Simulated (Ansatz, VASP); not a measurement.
## MnO (Manganosite) in two plane-wave programs

One calculation is typed for both programs; each brings its own data sets and cutoff. How far apart do they land? The cell is taken from a series of VASP runs on this material, whose earlier steps may have relaxed, scaled or displaced it; both programs get it as it stands.

Main program and level: Ansatz 0.2.0; plane waves, with VASP 6.6.1 beside it; zone-centre phonons at PBE, DFT+U.

## 1. The structure

The structure is cubic, space group Fm-3m (No. 225). Conventional cell: a = 4.517 Å, b = 4.517 Å, c = 4.517 Å, α = 90.00°, β = 90.00°, γ = 90.00°. Mn has 6 O at 2.26 Å nearest. Nearest to O lie 6 Mn at 2.26 Å. Farther neighbours and most contacts between anions are not listed.

## 2. Ansatz: zone-centre phonons, PBE, DFT+U

Ansatz runs on its default PAW (the set named soft_2) files.

Second derivatives magnify differences that forces hide, and they need a tight electronic threshold.

input.yaml reads:

```yaml
crystal:
  lattice:
    - [0.0, 2.2585480291, 2.2585480291]
    - [2.2585480291, 0.0, 2.2585480291]
    - [2.2585480291, 2.2585480291, 0.0]
  atoms:
    - { symbol: Mn, position: [0.0, 0.0, 0.0], spin: 4.0 }
    - { symbol: O, position: [0.5, 0.5, 0.5] }
hamiltonian:
  xc: pbe
  pseudopotentials: { kind: paw }
  hubbard: { sites: [{ species: Mn, l: d, u_eff: 3.9 }] }
magnetization:
  spin_polarized: true
kpoints:
  mp_grid: { grid: [12, 12, 12] }
scf:
  occupations: { method: gaussian, width: 0.03 }
phonons:
  method: dfpt
  qpoints: [[0, 0, 0]]
```

Launch:

```bash
$ ansatz run input.yaml --threads 4 --pin off --max-ram 9216MiB --backend cpu --events-out ev --progress --plain --runs-dir out
```

Numbers of over 12 decimals in the logs are rounded to 6 here.

The log of the run:

```text
Mn: projections on atomic orbitals take those of the free atom [Ne] 3s2 3p6 3d5 4s2, of charge +0.00 (hamiltonian.pseudopotentials.projection_atoms); the dataset's partial waves leave at most 9.0e-7 of an orbital's norm unspanned inside its sphere
O: projections on atomic orbitals take those of the free atom [He] 2s2 2p4, of charge +0.00 (hamiltonian.pseudopotentials.projection_atoms); the dataset's partial waves leave at most 1.9e-8 of an orbital's norm unspanned inside its sphere
Engine: ansatz 0.2.0, aarch64-unknown-linux-gnu
Pseudopotentials: kind: paw
Pseudopotential: Mn, paw, valence charge 15, recommended cutoff 420 eV (normal), Mn.paw.azcp
Pseudopotential: O, paw, valence charge 6, recommended cutoff 420 eV (normal), O.paw.azcp
Functional definition: PBE
  parameter kappa = 0.804
  parameter beta = 0.066725
  exchange = pbe_x(kappa = kappa, mu = beta*pi^2/3)
  correlation = pbe_c(beta = beta)
Crystal: 2 atoms, lattice volume = 23.042 Å³
Basis set: ecut = 420 eV, 459 PW (Γ), exchange–correlation on 48×48×48 points (8 copies of the dense FFT grid, shifted against one another)
Bands: 17, of which v1, the nominal top of the filled ones, is band 11 counted from 1 (10 counted from 0)
Symmetry: 48 space group operations
Space group: Fm-3m (ITA 225), of the structure as read, at distance tolerance 2.8e-5 Å
Magnetic group: BNS 225.116 (UNI 1618), of the structure as read, at distance tolerance 2.8e-5 Å
k-points: 72 of 1728
Non-local potential: Mn, projectors of the file, l = 0: 3, l = 1: 2, l = 2: 3, l = 3: 1
Non-local potential: O, projectors of the file, l = 0: 2, l = 1: 2, l = 2: 1
PAW form: soft (Blöchl's): semilocal exchange-correlation on the pseudo side does not see the compensation charge
PAW one-centre angular grid: Mn, 590 points (default); XC on 64 Gauss nodes
PAW one-centre angular grid: O, 110 points (default); XC on 64 Gauss nodes
Initial density: superposition of atomic densities (chi_scale 0.1, normalization cell, long waves kept (reshape's long-wave potential 0.00 eV rms))
Starting moments: Σ|m| = 4 μB on 1 of 2 sites
Initial wavefunctions: pseudopotential atomic-orbital guess
Functional: x = pbe(κ = 0.804, μ = 0.219515), c = pbe(β = 0.066725)
SCF 1 converged in 11 iterations: F = -4465.566606 eV  dr2 = 1.06e-9
  greatest PAW one-centre occupation: 1.004 electrons in one spin orbital (limit 2), on the Mn atom at site 0 (counted from 0), in its partial waves of l = 1
a single point of the input's cell can leave the moments in the input for a lower state (scf.lower_state_search): this run first made a single point of its cell. This run's own SCFs start from the density of the state that the single point found, with the moments in the input. The single point stayed on the moments in the input.
k-points: 163 of 1728 (irreducible under 8 space group operations, time reversal used)
Initial density: read from a saved state, or passed on in memory by an earlier SCF of this step, an earlier step, the calling program or the single point that the run made first
Stability of the state it starts from, as read at its close in the collinear treatment: not read negative (Ritz values of 1 − χ₀K, real part plus size of imaginary part, from 0.86 to 0.98, by its mixing steps under the symmetry group of the SCF that read it); its run was given moments
Starting moments: Σ|m| = 4 μB on 1 of 2 sites; this step starts from the density that it was given
iter 1 solved again at ethr=1.13e-9 eV; its pass at ethr=3.10e-3 eV (dr2=2.38e-7 eV) is discarded
SCF iter   1: F=—  HF=-4465.566606 eV  |F-HF|=—  |Δ(HF+E_count)|=         —  Δρ=9.70e-6 (↑9.70e-6 ↓9.55e-6)  dr2=1.08e-9  dr2_m=1.92e-8  M=5.000 μB ∫|m|=5.000 μB  β_m=0.30  ethr=1.13e-9  ⟨swp⟩=3.0  Hψ=39803  notcnv=0
preconditioner: auto → none  [metal: Δε(μ)=0.034 eV  Ē_g=14.112 eV  σ=0.030 eV  W_gap=0.45  n_scr=8 (ndim 8)  ℏωp=27.9 eV  f_vac=0.000  D(μ)=0.04/eV (n_scr^D=0)]
SCF iter   2: F=—  HF=-4465.566606 eV  |F-HF|=—  |Δ(HF+E_count)|=   4.49e-9  Δρ=7.53e-6 (↑7.53e-6 ↓7.49e-6)  dr2=2.73e-10  dr2_m=1.18e-8  M=5.000 μB ∫|m|=5.000 μB  β_m=0.65  ethr=5.13e-12  ⟨swp⟩=2.1  Hψ=8545  notcnv=0
SCF iter   3: F=—  HF=-4465.566606 eV  |F-HF|=—  |Δ(HF+E_count)|=   8.20e-9  Δρ=2.25e-6 (↑1.73e-6 ↓2.25e-6)  dr2=1.84e-9  dr2_m=3.20e-10  M=5.000 μB ∫|m|=5.000 μB  β_m=0.55  ethr=1.30e-12  ⟨swp⟩=2.1  Hψ=8912  notcnv=0
SCF iter   4: F=—  HF=-4465.566606 eV  |F-HF|=—  |Δ(HF+E_count)|=  3.71e-10  Δρ=8.46e-7 (↑8.46e-7 ↓4.04e-7)  dr2=2.06e-10  dr2_m=2.93e-11  M=5.000 μB ∫|m|=5.000 μB  β_m=0.50  ethr=1.30e-12  ⟨swp⟩=2.0  Hψ=8966  notcnv=0
SCF iter   5: F=—  HF=-4465.566606 eV  |F-HF|=—  |Δ(HF+E_count)|=  4.00e-11  Δρ=2.68e-7 (↑2.68e-7 ↓2.07e-7)  dr2=2.52e-12  dr2_m=1.13e-11  M=5.000 μB ∫|m|=5.000 μB  β_m=0.61  ethr=1.00e-12  ⟨swp⟩=3.2  Hψ=20071  notcnv=0
SCF iter   6: F=-4465.566606 eV  HF=-4465.566606 eV  |F-HF|=9.09e-13  |Δ(HF+E_count)|=  3.64e-12  Δρ=3.41e-8 (↑3.41e-8 ↓3.15e-8)  dr2=1.99e-14  dr2_m=2.21e-13  M=5.000 μB ∫|m|=5.000 μB  ethr=1.00e-12  ⟨swp⟩=4.0  Hψ=16975  notcnv=0
SCF 2 converged in 6 iterations: F = -4465.566606 eV  dr2 = 1.99e-14
DFPT response loops at Γ: preconditioner auto → Kerker (q_TF=auto, 2.686 Å⁻¹) (partly filled bands, converged f_vac=0.000); β = 1.00, the filter's whole step (`scf.mixing.beta` (0.30) is not read by the response loops under this deck's `scf.mixing.preconditioner`; to damp them name `kerker` or `kerker_dos`, under which they read `scf.mixing.beta`, and type it under 1.00, their step now; both keys bind the ground state too); Broyden in place of MSR1
SCF converged after 6 iterations
Magnetization: 5.0000 μB (13.0000 up, 8.0000 down)
Absolute magnetization: 5.0000 μB (∫|ρ↑−ρ↓|, with the PAW one-centre terms)
Spin contamination: 0.0054 ħ² per cell (⟨S²⟩ above its minimum at these occupations)
Per-site moments (μB) at R_I (Å): [(4.314714, 0.931651), (0.164704, 0.931651)]
Free energy (F): -4465.566606 eV
Harris-Foulkes:  -4465.566606 eV  (|F-HF|=9.09e-13)
Internal energy: -4465.566588 eV  (E = F + TS)
E sigma→0 (E₀):  -4465.566597 eV
Entropy (-TS):   -0.000018 eV (-0.009 meV/atom)
Fermi energy:    11.871677 eV
--- Per-component energies (eV) ---
  E_band       = -272.561793
  E_kinetic    = 472.215738
  E_local      = -2285.263146  (includes V_loc(G=0)·N_el)
  E_nonlocal   = 303.381360
  E_hartree    = 913.959971
  E_xc         = -184.152022
  E_vxc        = -235.192850  (∫ρ·V_xc dr)
  E_hubbard    = 0.487732  (on-site DFT+U / exact-exchange correction)
  E_vhub       = -9.242197  (the Hubbard potential's part of the band-sum identity)
  E_paw        = -1466.206024  (= ΣΔE_a)
  E_vpaw       = -346.383018  (= ΣTr[D̂ρ^β])
  E_aug_tail   = 0.002386  (compensation charges beyond the density's cutoff)
  E_ewald      = -2219.992582
  E_smearing   = -0.000018  (= −TS)
  E_closure    = 0.000000  (closes the sum)
  Σ components = -4465.566606   (vs F -4465.566606, Δ=0.00e0)
--- Band table (eV; the first three rows and the last of 326) ---
  k-point 0 ↑: bands = [... 7 lower, 7.2157, 7.7090, 7.7090, 9.3710, 9.3710, 9.3710, 11.8720, 26.3141, ... 2 higher]
  k-point 1 ↑: bands = [... 7 lower, 7.1979, 7.5104, 7.5104, 9.0076, 9.6652, 9.6652, 12.4345, 25.4201, ... 2 higher]
  k-point 2 ↑: bands = [... 7 lower, 6.8512, 7.4872, 7.4872, 8.6264, 10.2512, 10.2512, 13.5114, 23.7685, ... 2 higher]
  k-point 162 ↓: bands = [... 7 lower, 7.9850, 15.5896, 15.5896, 16.2014, 16.7683, 16.8448, 21.1748, 22.1032, ... 2 higher]
Occupation matrices written to <dir>
--- Phonons (Γ-DFPT): 2 representative perturbations + reference, on 163 of 1728 k-points (Σ response iterations 14) ---
  k mesh reduced under 8 symmetry operations, with k and −k counted as one. Each operation leaves every solved perturbation unchanged. A smaller set is not considered because the run has a Hubbard term
  ASR residual: 3.277e-6 → 0.000e0 eV/Å²; symmetrization residual: 2.903e-6 eV/Å²
  ASR residual per site (eV/Å²): 3.28e-6 2.82e-6
  Γ frequencies (cm⁻¹): 0.00 0.00 0.00 237.80 237.80 237.80
  non-analytic LO–TO correction: not included (Born effective charges unavailable; polar crystals: no LO–TO splitting at Γ)
--- Phonons (arbitrary-q DFPT): 1 explicit q-point ---
  q = [0, 0, 0] (of the zone-centre solve; hermiticity 2.25e-6, symmetrization 4.70e-13): -0.00 -0.00 0.00 237.80 237.80 237.80
  sum rule: each row above includes the acoustic sum rule's correction from the zone centre's row sums; it moved no ω² by more than (0.22 cm⁻¹)²
```

Wall time 13 s (4 threads of Arm Neoverse V2, shared host); peak memory 0.55 GiB.

In the SCF lines HF is the Harris–Foulkes energy and dr2 the Hartree energy of the density residual, in eV; the loop may stop once dr2 is under the threshold and the program's other checks hold. Hψ counts applications of the Hamiltonian.

[end of part 1 of 2]

[Lines on the potential files, build, host, timing and source positions are cut from VASP's logs without a mark.]

[Logs are printed without paths, hosts, clocks, repeated set-up lines and the standing remarks that a program may print on its own settings, such as how far it seeks lower states.]

[Hosts, paths, dates, database ids (printed as entryN), source tags and the programs' standing remarks are cut or masked in the printed files.]
